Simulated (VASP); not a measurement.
Calculation: PBE GGA, VASP's PBE PAW potentials (set 64) (plane waves; VASP).

The input files of a VASP run:

File POSCAR:
```
Rh
1.0
  0.0000000000   1.9115416093   1.9115416093
  1.9115416093   0.0000000000   1.9115416093
  1.9115416093   1.9115416093   0.0000000000
Rh
1
Cartesian
  0.0000000000   0.0000000000   0.0000000000
```

**INCAR**
```
SYSTEM = Rh
PREC = Accurate
ENCUT = 480
EDIFF = 1E-7
NELM = 100
ALGO = Normal
LREAL = .FALSE.
LASPH = .TRUE.
ISMEAR = 1
SIGMA = 0.1
GGA = PE
LMAXMIX = 4
LWAVE = .FALSE.
LCHARG = .FALSE.
ISIF = 3
IBRION = 2
NSW = 40
EDIFFG = -0.01
PSTRESS = 10
```

**KPOINTS**
```
kpoints
0
G
  16 16 16
```

POTCAR, in this order: Rh_pv (PBE.64 set). Program: vasp_std.

Output of the run:

**OUTCAR**
```
 ion  position               nearest neighbor table
   1  0.000  0.000  0.000-
  LATTYP: Found a face centered cubic cell.
 ALAT       =     3.8230832186
 Subroutine PRICEL returns:
 Original cell was already a primitive cell.
 Subroutine GETGRP returns: Found 48 space group operations
The static configuration has the point symmetry O_h .
The dynamic configuration has the point symmetry O_h .
 Subroutine INISYM returns: Found 48 space group operations
 Subroutine IBZKPT returns following result:
 Found    145 irreducible k-points:

 Following reciprocal coordinates:
            Coordinates               Weight
  0.000000  0.000000  0.000000      1.000000
  0.062500  0.000000  0.000000      8.000000
  0.125000  0.000000  0.000000      8.000000
  0.187500  0.000000  0.000000      8.000000
  0.250000  0.000000  0.000000      8.000000
  0.312500  0.000000  0.000000      8.000000
  0.375000  0.000000  0.000000      8.000000
  0.437500  0.000000  0.000000      8.000000
  0.500000  0.000000  0.000000      4.000000
  0.062500  0.062500  0.000000      6.000000
  0.125000  0.062500  0.000000     24.000000
  0.187500  0.062500  0.000000     24.000000
  0.250000  0.062500  0.000000     24.000000
  0.312500  0.062500  0.000000     24.000000
  0.375000  0.062500  0.000000     24.000000
  0.437500  0.062500  0.000000     24.000000
  0.500000  0.062500  0.000000     24.000000
 -0.437500  0.062500  0.000000     24.000000
 -0.375000  0.062500  0.000000     24.000000
 -0.312500  0.062500  0.000000     24.000000
 -0.250000  0.062500  0.000000     24.000000
 -0.187500  0.062500  0.000000     24.000000
 -0.125000  0.062500  0.000000     24.000000
 -0.062500  0.062500  0.000000     12.000000
  0.125000  0.125000  0.000000      6.000000
  0.187500  0.125000  0.000000     24.000000
  0.250000  0.125000  0.000000     24.000000
  0.312500  0.125000  0.000000     24.000000
  0.375000  0.125000  0.000000     24.000000
  0.437500  0.125000  0.000000     24.000000
  0.500000  0.125000  0.000000     24.000000
 -0.437500  0.125000  0.000000     24.000000
 -0.375000  0.125000  0.000000     24.000000
 -0.312500  0.125000  0.000000     24.000000
 -0.250000  0.125000  0.000000     24.000000
 -0.187500  0.125000  0.000000     24.000000
 -0.125000  0.125000  0.000000     12.000000
  0.187500  0.187500  0.000000      6.000000
  0.250000  0.187500  0.000000     24.000000
  0.312500  0.187500  0.000000     24.000000
   k-points           NKPTS =    145   k-points in BZ     NKDIM =    145   number of bands    NBANDS=     11
   number of dos      NEDOS =    301   number of ions     NIONS =      1
   total plane-waves  NPLWV =   8000
   dimension x,y,z NGX =    20 NGY =   20 NGZ =   20
   dimension x,y,z NGXF=    40 NGYF=   40 NGZF=   40
   ions per type =               1
   PREC   = accura    normal or accurate (medium, high low for compatibility)
   ISTART =      0    job   : 0-new  1-cont  2-samecut
   ICHARG =      2    charge: 1-file 2-atom 10-const
   ISPIN  =      1    spin polarized calculation?
   LNONCOLLINEAR =      F non collinear calculations
   LSORBIT =      F    spin-orbit coupling
   INIWAV =      1    electr: 0-lowe 1-rand  2-diag
   ENCUT  =  480.0 eV  35.28 Ry    5.94 a.u.   4.83  4.83  4.83*2*pi/ulx,y,z
   NELM   =    100;   NELMIN=  2; NELMDL= -5     # of ELM steps
   EDIFF  = 0.1E-06   stopping-criterion for ELM
   LREAL  =      F    real-space projection
   NLSPLINE    = F    spline interpolate recip. space projectors
   LMAXMIX     =    4 max onsite mixed and CHGCAR
   VOSKOWN=      0    Vosko Wilk Nusair interpolation
...
```

### OSZICAR
```
       N       E                     dE             d eps       ncg     rms          rms(c)
DAV:   1     0.106874856744E+03    0.10687E+03   -0.90239E+03  3217   0.137E+03
DAV:   2    -0.633785462750E+01   -0.11321E+03   -0.10851E+03  3286   0.372E+02
DAV:   3    -0.774787391281E+01   -0.14100E+01   -0.14045E+01  3697   0.470E+01
DAV:   4    -0.775635775080E+01   -0.84838E-02   -0.84831E-02  3478   0.381E+00
DAV:   5    -0.775648981128E+01   -0.13206E-03   -0.13206E-03  3624   0.441E-01    0.974E+00
DAV:   6    -0.727620159690E+01    0.48029E+00   -0.11650E+00  3325   0.159E+01    0.337E+00
DAV:   7    -0.726074360932E+01    0.15458E-01   -0.20362E-02  3556   0.181E+00    0.165E+00
DAV:   8    -0.725731827988E+01    0.34253E-02   -0.33194E-03  3325   0.913E-01    0.173E-01
DAV:   9    -0.725720983475E+01    0.10845E-03   -0.93630E-05  3691   0.158E-01    0.161E-02
DAV:  10    -0.725721374050E+01   -0.39058E-05   -0.34828E-06  3469   0.273E-02    0.229E-03
DAV:  11    -0.725721374901E+01   -0.85042E-08   -0.25799E-07  3583   0.721E-03
   1 F= -.71700229E+01 E0= -.71699340E+01  d E =-.717002E+01
       N       E                     dE             d eps       ncg     rms          rms(c)
DAV:   1    -0.726920326149E+01   -0.11990E-01   -0.17133E-01  3337   0.687E+00    0.749E-01
DAV:   2    -0.725764585518E+01    0.11557E-01   -0.28624E-02  3301   0.255E+00    0.139E-01
DAV:   3    -0.725756841891E+01    0.77436E-04   -0.31696E-04  3409   0.238E-01    0.808E-02
DAV:   4    -0.725758213308E+01   -0.13714E-04   -0.86315E-05  3436   0.129E-01    0.591E-03
DAV:   5    -0.725758264721E+01   -0.51413E-06   -0.20961E-06  3598   0.220E-02    0.336E-03
DAV:   6    -0.725758346459E+01   -0.81738E-06   -0.10794E-07  2592   0.478E-03    0.313E-04
DAV:   7    -0.725758342201E+01    0.42574E-07   -0.41349E-09  1673   0.970E-04
   2 F= -.71698571E+01 E0= -.71697677E+01  d E =0.165842E-03
       N       E                     dE             d eps       ncg     rms          rms(c)
DAV:   1    -0.726301269667E+01   -0.54292E-02   -0.82540E-02  3334   0.475E+00    0.530E-01
DAV:   2    -0.725742318643E+01    0.55895E-02   -0.13738E-02  3280   0.177E+00    0.905E-02
DAV:   3    -0.725739345380E+01    0.29733E-04   -0.15923E-04  3415   0.169E-01    0.535E-02
DAV:   4    -0.725741901852E+01   -0.25565E-04   -0.42936E-05  3430   0.909E-02    0.442E-03
DAV:   5    -0.725741810940E+01    0.90912E-06   -0.94876E-07  3532   0.148E-02    0.217E-03
DAV:   6    -0.725741715440E+01    0.95500E-06   -0.43088E-08  2160   0.311E-03    0.197E-04
DAV:   7    -0.725741716689E+01   -0.12493E-07   -0.38454E-09  1646   0.992E-04
   3 F= -.71700635E+01 E0= -.71699745E+01  d E =-.405923E-04
```

OUTCAR:
```
------------------------ aborting loop because EDIFF is reached ----------------------------------------
  FORCE on cell =-STRESS in cart. coord.  units (eV):
  Direction    XX          YY          ZZ          XY          YZ          ZX
  --------------------------------------------------------------------------------------
  Total        0.0886932      0.0886932      0.0886932      0.0000000      0.0000000      0.0000000
  in kB       10.1533479     10.1533479     10.1533479      0.0000000      0.0000000      0.0000000
  external PRESSURE =       0.1533479 kB  Pullay stress =      10.0000000 kB
  volume of cell :       14.00
      direct lattice vectors                 reciprocal lattice vectors
     0.000000000  1.912730780  1.912730780    -0.261406365  0.261406365  0.261406365
     1.912730780 -0.000000000  1.912730780     0.261406365 -0.261406365  0.261406365
     1.912730780  1.912730780 -0.000000000     0.261406365  0.261406365 -0.261406365
 POSITION                                       TOTAL-FORCE (eV/Angst)
 -----------------------------------------------------------------------------------
      0.00000     -0.00000      0.00000        -0.000000      0.000000      0.000000
 -----------------------------------------------------------------------------------
    total drift:                               -0.000000     -0.000000     -0.000000
  FREE ENERGIE OF THE ION-ELECTRON SYSTEM (eV)
  ---------------------------------------------------
  free  energy   TOTEN  =        -7.2574171669 eV

  energy  without entropy=       -7.2571500051  energy(sigma->0) =       -7.25732811
  enthalpy is  TOTEN    =        -7.1700635376 eV   P V=        0.0873536293

 reached required accuracy - stopping structural energy minimisation
```
(Selected blocks of OUTCAR.)

**CONTCAR**
```
Rh
   1.00000000000000
     0.0000000000000000    1.9127307803357811    1.9127307803357811
     1.9127307803357811   -0.0000000000000000    1.9127307803357811
     1.9127307803357811    1.9127307803357811   -0.0000000000000000
  Rh
     1
Direct
     0.0000000000000000    0.0000000000000000    0.0000000000000000
```

The compound is Rh in the fcc structure. This run relaxes it under an external pressure of 1 GPa. Symmetry was kept, so distortions that lower it aren't found.
